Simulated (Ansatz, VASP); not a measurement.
# Hf3Cl in VASP and in Ansatz

```xyz
4
Lattice="0.0000 3.5080 3.5080 3.5080 0.0000 3.5080 3.5080 3.5080 0.0000" Properties=species:S:1:pos:R:3 pbc="T T T"
Hf    1.7540    1.7540    1.7540
Hf    5.2620    5.2620    5.2620
Hf    3.5080    3.5080    3.5080
Cl    0.0000    0.0000    0.0000
```

Alike in both runs: task relaxation of cell and atoms; functional PBE; k mesh 12 × 12 × 12; occupations gaussian, width 0.1 eV; no spin polarisation.

```csv
,VASP,Ansatz
version,VASP 6.6.1,Ansatz 0.2.0
potentials or method,"VASP PAW PBE potentials, release 64 (Hf_pv, Cl)","scalar-relativistic, plane waves, PAW"
plane-wave cutoff (eV),600,420
valence electrons in the cell,37,85
```

|  | VASP | Ansatz | Ansatz less VASP |
| --- | --- | --- | --- |
| gap on the k mesh at the Fermi level, each at its own relaxed structure (eV) | none | none | - |
| relaxed volume (Å³/atom) | 21.46 | 21.55 | +0.091 |
| relaxed cell length with the largest relative difference (Å) | 4.951 | 4.958 | +0.0070 |

A gap of «none» marks a metal or a gap that the smearing closes. The two sets of potentials don't hold the same shells in valence.

Caveats: an odd number of electrons without spin polarisation forces a metal; a magnetic or distorted state may lie lower. The runs have no spin-orbit coupling, so splittings on Hf are missing.
